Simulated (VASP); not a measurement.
An input for Ansatz (written as the equivalent of a VASP run, and not itself run):

Ansatz 0.2 input:
```yaml
crystal:
  lattice:
    - [0.0000000, 3.1252637, 3.1252637]
    - [3.1252637, 0.0000000, 3.1252637]
    - [3.1252637, 3.1252637, 0.0000000]
  atoms:
    - { symbol: Te, position: [0.5000000, 0.5000000, 0.5000000] }
    - { symbol: Pb, position: [0.0000000, 0.0000000, 0.0000000] }
kpoints:
  mp_grid: { grid: [7, 7, 7] }
hamiltonian:
  xc: pbesol
  pseudopotentials: { kind: paw }
scf:
  occupations: { method: gaussian, width: 0.05 }
  max_iter: 100
relax:
  max_steps: 40
  f_tol: 0.02
  cell: { p_target: 10 }
output: { forces: true, stress: true, eigenvalues: true }
```

Question: Write the VASP files for the same calculation (PBEsol).

Answer: One answer among several that fit: 
### INCAR
```
ALGO=Normal
EDIFF=1E-6
EDIFFG=-0.02
ENCUT=500
GGA=PS
IBRION=2
ISIF=3
ISMEAR=0
LASPH=.TRUE.
LCHARG=.FALSE.
LMAXMIX=4
LREAL=.FALSE.
LWAVE=.FALSE.
NELM=100
NSW=40
PREC=Accurate
PSTRESS=100
SIGMA=0.05
SYSTEM=PbTe
```

POSCAR:
```
PbTe
1
    0.0000000000     3.1252636919     3.1252636919
    3.1252636919     0.0000000000     3.1252636919
    3.1252636919     3.1252636919     0.0000000000
Te Pb
1 1
Direct
  0.5000000000   0.5000000000   0.5000000000
  0.0000000000   0.0000000000   0.0000000000
```

KPOINTS:
```
Automatic mesh
0
Gamma
  7 7 7
0 0 0
```

POTCAR, in this order: Te Pb_d (PBE.64 set). Program: vasp_std.

Limits of the translation: each code has its own PAW files, so the cut-off isn't converted (ENCUT is set for VASP's; basis.ecutwfc is left out, and Ansatz then takes the one that its files recommend); Ansatz stops its SCF on the density residual and VASP on the energy change (EDIFF).

The compound is PbTe in the rock salt structure. This run relaxes it under an external pressure of 10 GPa. Symmetry was kept, so distortions that lower it aren't found.
